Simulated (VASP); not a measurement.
InP, 2 atoms in the cell. Symmetry: F-43m, No. 216, cubic system. The conventional cell has a = 5.958 Å, b = 5.958 Å, c = 5.958 Å, α = 90.00°, β = 90.00°, γ = 90.00°. In (site symmetry -43m) has 4 P at 2.58 Å as nearest neighbours. Around P (site symmetry -43m) lie 4 In at 2.58 Å. 

- Program: VASP 6.6.1
- Task: relaxation of cell and atoms
- Functional: PBE
- Potentials or basis: VASP PAW PBE potentials, release 64 (In_d, P)
- Cutoff: 600 eV
- k mesh: 8 × 8 × 8
- Occupations: gaussian, width 0.03 eV
- Spin: no spin polarisation
- Further INCAR settings: ALGO = Normal; EDIFF = 1e-07; IBRION = 2; EDIFFG = -0.005; NSW = 90; ISIF = 3

Potentials or basis: VASP PAW PBE potentials, release 64 (In_d, P).

The run is started by

```bash
$ cat potpaw_PBE.64/In_d/POTCAR potpaw_PBE.64/P/POTCAR > POTCAR
$ mpirun -np 4 vasp_std > vasp.out
```

Hardware: 4 MPI ranks on Intel(R) Xeon(R) Platinum 8488C (Sapphire Rapids), with other jobs on the host.

How long does it take, and how much memory?

Run time: 8.5 s on 4 MPI ranks on Intel(R) Xeon(R) Platinum 8488C (Sapphire Rapids), on a shared host, peak memory 0.21 GiB a rank. Counts: scf iterations 16, k points 29, ion steps 1.
